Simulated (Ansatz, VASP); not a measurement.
# Na2Ca6Mg7Al6Fe2Si26O77: VASP beside Ansatz, part 2 of 2

Aim: how closely do two programs agree when they are given the same cell, functional and k mesh? Of the first pair: The structure shown is the start of the Ansatz relaxation below; VASP solves that cell, so the two are compared at the walk's first step.

VASP 6.6.1 and Ansatz 0.2.0.

So far: The starting structure; Ansatz: relaxation, RPBE; VASP: single point, RPBE, start cell, pair 1; Differences.

**6. VASP: single point, RPBE, relaxed cell, pair 2**

Level of this step: RPBE, spin-polarised from a ferromagnetic start; plane waves and PAW (Si, Al, Fe, Mg, Ca_sv, Na_pv, O) (VASP).

The same cell, functional, mesh and smearing now go to VASP, with its own data sets.

Contents of INCAR:

```
SYSTEM = Na2Ca6Mg7Al6Fe2Si26O77
PREC = Accurate
ENCUT = 600
EDIFF = 1E-06
NELM = 200
ISMEAR = 0
SIGMA = 0.05
LREAL = Auto
ALGO = Normal
GGA = RP
NBANDS = 432
ISPIN = 2
MAGMOM = -0 -0 -0 -0 0 -0 0 0 -0 -0 0 -0 -0 0 0 -0 -0 -0 0 -0 -0 -0 -0 -0 -0 0 0 -0 -0 0 0 -0 -3.13 -3.18 0 0 0 -0 -0 0 -0 0 -0 -0 -0 0 0 -0 0 -0 -0 -0.04 -0 -0 -0 -0 -0 -0 -0 -0 -0 -0 -0 0 -0 0 -0 -0 -0 -0 -0 -0 -0 -0 0 0 0 -0 -0.09 -0 -0 -0 -0 0 -0 0 -0 -0 -0.06 -0 0 0 -0 -0 -0 -0.08 -0.06 -0 0 -0 0 -0 -0 -0 -0 -0 -0.09 0 -0 0 -0 -0 -0 -0 -0 -0 -0.09 -0 -0 -0 0 -0 0 0 -0 -0
LASPH = .TRUE.
LMAXMIX = 4
LORBIT = 11
LWAVE = .FALSE.
LCHARG = .FALSE.
ISIF = 2
GGA_COMPAT = .FALSE.
NCORE = 4
```

Contents of POSCAR:

```
Na2Ca6Mg7Al6Fe2Si26O77
1.0
   12.2109020000      0.4052540000      0.1533770000
    0.4052540000     12.2080220000      0.0875560000
    0.1533770000      0.0875560000     12.1907590000
Si Al Fe Mg Ca Na O
26 6 2 7 6 2 77
Direct
    0.6955400000      0.9537000000      0.4277800000
    0.3843800000      0.9430400000      0.0580900000
    0.6943200000      0.4886600000      0.5765800000
    0.4461200000      0.8304500000      0.6611300000
    0.3449900000      0.3379500000      0.1626500000
    0.1013400000      0.5247200000      0.5372300000
    0.0130600000      0.0948700000      0.6690200000
    0.3526400000      0.7015500000      0.0516100000
    0.2977800000      0.4923200000      0.3787900000
    0.0475000000      0.8806300000      0.0936100000
    0.1014400000      0.3171900000      0.1325100000
    0.7210000000      0.0588700000      0.1956700000
    0.7933600000      0.4680800000      0.0438200000
    0.4332100000      0.6890700000      0.2996500000
    0.3433000000      0.0169700000      0.8207800000
    0.6449600000      0.8868800000      0.0286200000
    0.0988800000      0.9446500000      0.8535300000
    0.0331200000      0.7215500000      0.9071000000
    0.8739100000      0.2183600000      0.0645000000
    0.5615600000      0.2452200000      0.2960800000
    0.0336000000      0.2278900000      0.3446700000
    0.3129900000      0.8725300000      0.4375800000
    0.7639300000      0.1167300000      0.5855800000
    0.3238000000      0.2233800000      0.6742500000
    0.6929100000      0.7586600000      0.5828900000
    0.1006300000      0.3369000000      0.7116200000
    0.4718600000      0.6240000000      0.8170100000
    0.1880400000      0.0997900000      0.4959800000
    0.9552500000      0.6694400000      0.3692500000
    0.7707700000      0.3096300000      0.4083600000
[... 90 atom lines left out ...]
    0.6656700000      0.5125100000      0.0704100000
    0.7514100000      0.9688800000      0.2968100000
    0.0035200000      0.0153300000      0.7823800000
    0.4483900000      0.6620200000      0.9576500000
    0.2568100000      0.6187200000      0.0572600000
    0.9044200000      0.2529200000      0.3797100000
```

Contents of KPOINTS:

```
Automatic mesh
0
Gamma
1 1 1
0 0 0
```

The projector-augmented-wave data sets are Si, Al, Fe, Mg, Ca_sv, Na_pv and O (PBE family, release 64).

The run is started by

```sh
$ mpirun -np 16 vasp_gam
```

Numbers of over 12 decimals in the logs are rounded to 6 here.

The program printed:

```text
[banner, memory and clock lines left out]
running   16 mpi-ranks, on    1 nodes
[...]
[... a notice as in an earlier step ...]

 LDA part: xc-table for (Slater+PW92), standard interpolation
 POSCAR, INCAR and KPOINTS ok, starting setup
[...]
entering main loop
       N       E                     dE             d eps       ncg     rms          rms(c)
DAV:   1     0.818323065782E+04    0.81832E+04   -0.41824E+05  1728   0.179E+03
DAV:   2     0.352354823774E+02   -0.81480E+04   -0.76641E+04  2048   0.439E+02
DAV:   3    -0.973076113418E+03   -0.10083E+04   -0.99100E+03  1936   0.170E+02
DAV:   4    -0.102275151663E+04   -0.49675E+02   -0.49161E+02  2304   0.431E+01
[...]
DAV:  29    -0.886543158436E+03    0.23400E-05   -0.21457E-05  2200   0.179E-02    0.995E-03
DAV:  30    -0.886543157918E+03    0.51867E-06   -0.11934E-05  2224   0.872E-03    0.669E-03
DAV:  31    -0.886543157713E+03    0.20444E-06   -0.24434E-06  1416   0.385E-03
   1 F= -.88654316E+03 E0= -.88654316E+03  d E =-.241243E-10  mag=    -8.0001
```

Parts of OUTCAR (step 6):

```text
  Total       -4.7063728     -4.8582190     -4.2335565      0.1295013     -0.0379837      0.0940569
  in kB       -4.1547064     -4.2887537     -3.7373123      0.1143215     -0.0335313      0.0830318
  external PRESSURE =      -4.0602575 kB  Pullay stress =       0.0000000 kB

 magnetization (x)
# of ion       s       p       d       tot
------------------------------------------
    1       -0.000  -0.000   0.000  -0.000
    2        0.000  -0.000   0.000  -0.000
    3       -0.000  -0.000   0.000  -0.000
    4       -0.000  -0.000   0.000  -0.000
    5        0.000   0.000   0.000   0.000
    6        0.000  -0.000   0.000  -0.000
    7        0.000   0.000   0.000   0.000
    8        0.000   0.000   0.000   0.000
    9       -0.000  -0.000   0.000  -0.000
   10       -0.001  -0.002   0.000  -0.004
   11        0.000  -0.000   0.000   0.000
   12       -0.000  -0.000   0.000  -0.000
   13       -0.000  -0.000   0.000  -0.000
[...]
--------------------------------------------------
tot         -0.085  -0.646  -6.868  -7.599

[... 1 part as in an earlier step ...]

[... 2 further parts left out ...]
[key lines of the parts left out:]
E-fermi :   4.0824
```

The run ends at a pressure of -0.41 GPa, with forces up to 0.15 eV/Å.

**7. Comparison**

What differs besides the data sets and the points named for the pairs above, as far as they apply: the data sets hold 764 valence electrons in Ansatz (on its default PAW (the set named soft_2) files) and 688 in VASP; the cutoff is 420 eV in Ansatz and 600 eV in VASP (PREC = Accurate, projectors in real space); site moments are counted in spheres of each program's own size. Total energies have different zeros and are not compared.

Compared:

```csv
quantity,Ansatz,VASP,difference
pressure (GPa),0.01,-0.41,+0.42
total moment (μB),-8.00,-8.00,0.00
moment on Fe34 (μB),-3.18,-3.54,+0.36
moment on Fe33 (μB),-3.13,-3.47,+0.34
moment on O107 (μB),-0.09,-0.10,0.00
moment on O117 (μB),-0.09,-0.09,+0.01
moment on O79 (μB),-0.09,-0.09,0.00
moment on O96 (μB),-0.08,-0.08,0.00
moment on O89 (μB),-0.07,-0.07,0.00
moment on O97 (μB),-0.06,-0.06,0.00
```

Forces on 7 of the 126 atoms, those with the largest forces and the largest differences (eV/Å; atoms numbered as in POSCAR):

```csv
atom,"Ansatz x, y, z","VASP x, y, z"
Si1,"0.001, -0.008, 0.000","0.113, -0.076, -0.051"
Si6,"-0.011, -0.011, 0.001","-0.042, -0.057, -0.020"
Si20,"-0.003, -0.002, 0.002","-0.052, -0.044, -0.054"
Ca43,"0.003, 0.003, 0.001","-0.005, 0.020, 0.069"
O51,"0.004, -0.001, -0.007","0.009, 0.019, -0.071"
O56,"0.001, -0.002, 0.001","-0.009, -0.029, 0.068"
O80,"-0.005, 0.003, -0.001","-0.053, 0.023, 0.046"
```

The forces differ by 25 meV/Å r.m.s., where the r.m.s. force is 0.006 eV/Å in Ansatz and 0.026 eV/Å in VASP: the atoms lie near their places of rest in Ansatz, so a percentage would say little (all taken over all components).

**8. Outcome**

```yaml
r_m_s_force_difference_single_point_rpbe_start_cell_pair_1: 1.3 % of the r.m.s. force
r_m_s_force_difference_single_point_rpbe_relaxed_cell_pair_2: 25 meV/Å
```

In words: The r.m.s. force difference is 25 meV/Å (single point, RPBE, relaxed cell, pair 2), beyond the 12 meV/Å picked in this series as the mark of a large difference. The data sets hold unlike numbers of valence electrons (764 in Ansatz and 688 in VASP), so part of the differences comes from the potentials. What causes the difference of the single point, RPBE, relaxed cell, pair 2 pair stays open here. How closely two codes agree says nothing of how well the functional describes the real material.

[Lines on the potential files, build, host, timing and source positions are cut from VASP's logs without a mark.]

[Logs are printed without paths, hosts, clocks, repeated set-up lines and the standing remarks that a program may print on its own settings, such as how far it seeks lower states.]

[Hosts, paths, dates, database ids (printed as entryN), source tags and the programs' standing remarks are cut or masked in the printed files.]
